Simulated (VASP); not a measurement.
## GW on ZnSe (Stilleite)

Aim: the quasiparticle gap of ZnSe (Stilleite), and what it costs to get it. The cell is of the zinc-blende type, one of the forms listed for this formula. The start is a cell from a database of measured crystal structures.

Method: PBE; plane waves and PAW (Zn_GW, Se_GW), in the first sound run; inputs show where later runs differ, in VASP 6.6.1.

## Step 1: Starting point

It takes space group F-43m (No. 216, cubic). The conventional cell has a = 5.668 Å, b = 5.668 Å, c = 5.668 Å, α = 90.00°, β = 90.00°, γ = 90.00°. Nearest to Zn lie 4 Se at 2.45 Å. Nearest to Se lie 4 Zn at 2.45 Å. Farther neighbours and most contacts between anions are not listed.

Coordinates:

```cif
data_structure
_symmetry_space_group_name_H-M 'P 1'
_symmetry_Int_Tables_number 1
_cell_length_a 4.0076
_cell_length_b 4.0076
_cell_length_c 4.0076
_cell_angle_alpha 60.000
_cell_angle_beta 60.000
_cell_angle_gamma 60.000
_cell_volume 45.51
loop_
_atom_site_label
_atom_site_type_symbol
_atom_site_fract_x
_atom_site_fract_y
_atom_site_fract_z
_atom_site_occupancy
Zn1 Zn 0.00000 0.00000 0.00000 1
Se2 Se 0.25000 0.25000 0.25000 1
```

## Step 2: Empty bands, functional PBE

The next step needs empty bands that the ground-state run didn't converge, so the Hamiltonian is diagonalised exactly for NBANDS bands, in a single step. LOPTICS writes the k-derivatives of the orbitals (WAVEDER), which give the long-wavelength limit of the screening.

Contents of INCAR:

```
SYSTEM = ZnSe
PREC = Accurate
ENCUT = 350
ISMEAR = 0
SIGMA = 0.01
LREAL = .FALSE.
GGA = PE
NBANDS = 296
ALGO = Exact
NELM = 1
LWAVE = .TRUE.
LCHARG = .FALSE.
LOPTICS = .TRUE.
NEDOS = 1000
CSHIFT = 0.1
```

Contents of POSCAR:

```
ZnSe
1.0
    0.0000000000      2.8338000000      2.8338000000
    2.8338000000      0.0000000000      2.8338000000
    2.8338000000      2.8338000000      0.0000000000
Zn Se
1 1
Direct
    0.0000000000      0.0000000000      0.0000000000
    0.2500000000      0.2500000000      0.2500000000
```

Contents of KPOINTS:

```
Automatic mesh
0
Gamma
6 6 6
0 0 0
```

The projector-augmented-wave data sets are Zn_GW and Se_GW (PBE family, release 64).

Run with:

```sh
> mpirun -np 8 vasp_std
```

Output:

```text
[banner, memory and clock lines left out]
running    8 mpi-ranks, on    1 nodes
 distrk:  each k-point on    8 cores,    1 groups
 distr:  one band on    1 cores,    8 groups

 POSCAR found type information on POSCAR ZnSe
 POSCAR found :  2 types and       2 ions
|                                                                             |
|           W    W    AA    RRRRR   N    N  II  N    N   GGGG   !!!           |
|           W    W   A  A   R    R  NN   N  II  NN   N  G    G  !!!           |
|           W    W  A    A  R    R  N N  N  II  N N  N  G       !!!           |
|           W WW W  AAAAAA  RRRRR   N  N N  II  N  N N  G  GGG   !            |
|           WW  WW  A    A  R   R   N   NN  II  N   NN  G    G                |
|           W    W  A    A  R    R  N    N  II  N    N   GGGG   !!!           |
|                                                                             |
|     For optimal performance we recommend to set                             |
|       NCORE = 2 up to number-of-cores-per-socket                            |
|     NCORE specifies how many cores store one orbital (NPAR=cpu/NCORE).      |
|     This setting can greatly improve the performance of VASP for DFT.       |
|     The default, NCORE=1 might be grossly inefficient on modern             |
|     multi-core architectures or massively parallel machines. Do your        |
|     Unfortunately you need to use the default for GW and RPA                |
|     calculations (for HF NCORE is supported but not extensively tested      |
|     yet).                                                                   |
|                                                                             |

 LDA part: xc-table for (Slater+PW92), standard interpolation
 found WAVECAR, reading the header
  number of bands has changed, file:    15 present:   296
  trying to continue reading WAVECAR, but it might fail
 POSCAR, INCAR and KPOINTS ok, starting setup
 FFT: planning ... GRIDC
 FFT: planning ... GRID_SOFT
 FFT: planning ... GRID
 reading WAVECAR
 random initialization beyond band           15
 the WAVECAR file was read successfully
 initial charge from wavefunction
 entering main loop
       N       E                     dE             d eps       ncg     rms          rms(c)
DIA:   1    -0.601700289677E+01   -0.60170E+01    0.00000E+00     0   0.000E+00
   1 F= -.60170029E+01 E0= -.60170029E+01  d E =-.408395-162
 writing wavefunctions
 optical routines
 imaginary and real dielectric function
 recalculating local potential from charge density
 direction            1
 direction            2
 direction            3
```

Run time: 4 s. Hardware: 8 MPI ranks of AMD EPYC 9R45, shared host; peak memory 0.99 GiB.

Lines that name or quote the potential files are left out of all logs, and their timing lines are given in words.

From OUTCAR (step 2):

```text
ion  position               nearest neighbor table
   1  0.000  0.000  0.000-   2 2.45   2 2.45   2 2.45   2 2.45
   2  0.250  0.250  0.250-   1 2.45   1 2.45   1 2.45   1 2.45

  LATTYP: Found a face centered cubic cell.
 ALAT       =     5.6676000000

 Subroutine GETGRP returns: Found 24 space group operations
 (whereof 24 operations were pure point group operations)

The static configuration has the point symmetry T_d .

 Found     16 irreducible k-points:

   k-points           NKPTS =     16   k-points in BZ     NKDIM =     16   number of bands    NBANDS=    296

   dimension x,y,z NGX =    24 NGY =   24 NGZ =   24
   dimension x,y,z NGXF=    48 NGYF=   48 NGZF=   48

   ENCUT  =  350.0 eV  25.72 Ry    5.07 a.u.   6.11  6.11  6.11*2*pi/ulx,y,z

   NELECT =      18.0000    total number of electrons

 k-points in reciprocal lattice and weights: Automatic mesh
   0.00000000  0.00000000  0.00000000       0.005
   0.16666667  0.00000000  0.00000000       0.037
   0.33333333  0.00000000  0.00000000       0.037
   0.50000000  0.00000000  0.00000000       0.019
   0.16666667  0.16666667  0.00000000       0.028
   0.33333333  0.16666667  0.00000000       0.111
   0.50000000  0.16666667  0.00000000       0.111
  -0.33333333  0.16666667  0.00000000       0.111
  -0.16666667  0.16666667  0.00000000       0.056
[...]
-0.33333333  0.33333333  0.16666667       0.111
  -0.33333333  0.50000000  0.16666667       0.056

 average (electrostatic) potential at core
       1 -65.3317       2 -54.9362

 E-fermi :   2.8394

 k-point     1 :       0.0000    0.0000    0.0000
  band No.  band energies     occupation
    ...
      5      -3.5234      2.00000
      6      -3.5234      2.00000
      7       2.6485      2.00000
      8       2.6485      2.00000
      9       2.6485      2.00000
     10       3.9253      0.00000
     11       8.4461      0.00000
     12       8.4461      0.00000
     13       8.4461      0.00000
     14      12.5718      0.00000
    ...

 k-point     2 :       0.1667    0.0000    0.0000
  band No.  band energies     occupation
    ...
      5      -3.5251      2.00000
      6      -3.5251      2.00000
      7       0.7414      2.00000
      8       2.3958      2.00000
      9       2.3959      2.00000
     10       5.1895      0.00000
     11       8.5157      0.00000
     12       8.8478      0.00000
     13       8.8479      0.00000
     14      13.1028      0.00000
    ...

 k-point     3 :       0.3333    0.0000    0.0000
  band No.  band energies     occupation
    ...
      5      -3.5166      2.00000
      6      -3.5166      2.00000
      7      -1.4092      2.00000
      8       1.9681      2.00000
      9       1.9681      2.00000
     10       5.3204      0.00000
     11       9.1198      0.00000
     12       9.1198      0.00000
     13      10.2109      0.00000
     14      13.0628      0.00000
    ...

  Total        0.5956423      0.5956423      0.5956423      0.0000000      0.0000000     -0.0000000
  in kB       20.9680736     20.9680736     20.9680736      0.0000000      0.0000000     -0.0000000
  external PRESSURE =      20.9680736 kB  Pullay stress =       0.0000000 kB

  energy-cutoff  :      350.00
  volume of cell :       45.51
      direct lattice vectors                 reciprocal lattice vectors
     0.000000000  2.833800000  2.833800000    -0.176441527  0.176441527  0.176441527
     2.833800000  0.000000000  2.833800000     0.176441527 -0.176441527  0.176441527
     2.833800000  2.833800000  0.000000000     0.176441527  0.176441527 -0.176441527

 POSITION                                       TOTAL-FORCE (eV/Angst)
 -----------------------------------------------------------------------------------
      0.00000      0.00000      0.00000        -0.000000     -0.000000     -0.000000
      1.41690      1.41690      1.41690         0.000000      0.000000      0.000000
 -----------------------------------------------------------------------------------
    total drift:                               -0.000001     -0.000001      0.000000

  FREE ENERGIE OF THE ION-ELECTRON SYSTEM (eV)
  ---------------------------------------------------
  free  energy   TOTEN  =        -6.0170028968 eV

  energy  without entropy=       -6.0170028968  energy(sigma->0) =       -6.01700290

 plasma frequency squared (from intraband transitions) (eV^2)
  --------------------------------------------------------------------------------------
       0.000       0.000      -0.000
       0.000       0.000       0.000
      -0.000       0.000       0.000

[... 3 further parts left out ...]
```

The gap is read on the k-mesh alone, so it is an upper bound where the band edges lie off the mesh.

Numbers from this step:

```yaml
gap_on_the_k_mesh: 1.277 eV
least_direct_gap_on_the_k_mesh: 1.277 eV
```

WAVECAR now holds 296 bands for 18 electrons. Its independent-particle dielectric tensor has xx, yy, zz = 9.4, 9.4, 9.4 on this mesh, which isn't tested for convergence in mesh or bands and lacks local fields.

[end of part 1 of 6]

[Lines on the potential files, build, host, timing and source positions are cut from VASP's logs without a mark.]

[Logs are printed without paths, hosts, clocks, repeated set-up lines and the standing remarks that a program may print on its own settings, such as how far it seeks lower states.]

[Hosts, paths, dates, database ids (printed as entryN), source tags and the programs' standing remarks are cut or masked in the printed files.]

[Pressures printed for these runs are not shown converged in the cutoff: they can be off by several GPa and have the wrong sign.]
